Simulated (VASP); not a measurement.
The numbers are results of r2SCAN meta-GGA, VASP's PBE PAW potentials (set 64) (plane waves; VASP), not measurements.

Input for VASP

**POSCAR**
```
AlN
1
    1.5528181091    -2.6895598541     0.0000000000
    1.5528181091     2.6895598541     0.0000000000
    0.0000000000     0.0000000000     4.9738494808
Al N
2 2
Direct
  0.6666670000   0.3333330000   0.5000740584
  0.3333330000   0.6666670000   0.0000740584
  0.6666670000   0.3333330000   0.8819259416
  0.3333330000   0.6666670000   0.3819259416
```

KPOINTS:
```
kpoints
0
G
10 10 6
0 0 0
```

**INCAR**
```
EDIFF=1E-7
LMIXTAU=.True.
LWAVE=.False.
LREAL=.False.   ! projection in real space or not
IBRION=2   ! conjugate gradients
METAGGA=R2SCAN
SIGMA=0.05
LASPH=.True.   ! aspherical one-centre terms
ENCUT=520   ! plane-wave cut-off (eV)
EDIFFG=-0.01
SYSTEM=AlN
NELM=100   ! most electronic steps
LCHARG=.False.
ISIF=4   ! ions and shape, fixed volume
ALGO=Normal   ! blocked Davidson
PREC=Accurate
NSW=30
ISMEAR=0
```

POTCAR, in this order: Al N (PBE.64 set). Program: vasp_std.

Problem. What does the run give for the energy per atom (σ→0)?

Solution. 
```yaml
energy per atom (σ→0): -9.614 eV/atom
```

**OSZICAR**
```
...
DAV:  20    -0.384563460095E+02   -0.50791E-05   -0.64636E-07  1432   0.107E-02    0.272E-03
DAV:  21    -0.384563441889E+02    0.18207E-05   -0.14084E-07   972   0.354E-03    0.119E-03
DAV:  22    -0.384563479925E+02   -0.38036E-05   -0.84426E-08   748   0.310E-03    0.144E-03
DAV:  23    -0.384563461621E+02    0.18304E-05   -0.16395E-08   696   0.198E-03    0.795E-04
DAV:  24    -0.384563459907E+02    0.17141E-06   -0.26953E-09   688   0.653E-04    0.271E-04
DAV:  25    -0.384563458694E+02    0.12124E-06   -0.12384E-09   684   0.456E-04    0.134E-04
DAV:  26    -0.384563459304E+02   -0.61012E-07   -0.40094E-10   684   0.180E-04
   1 F= -.38456346E+02 E0= -.38456346E+02  d E =-.384563E+02
```

The compound is AlN in the wurtzite structure. It was relaxed first.
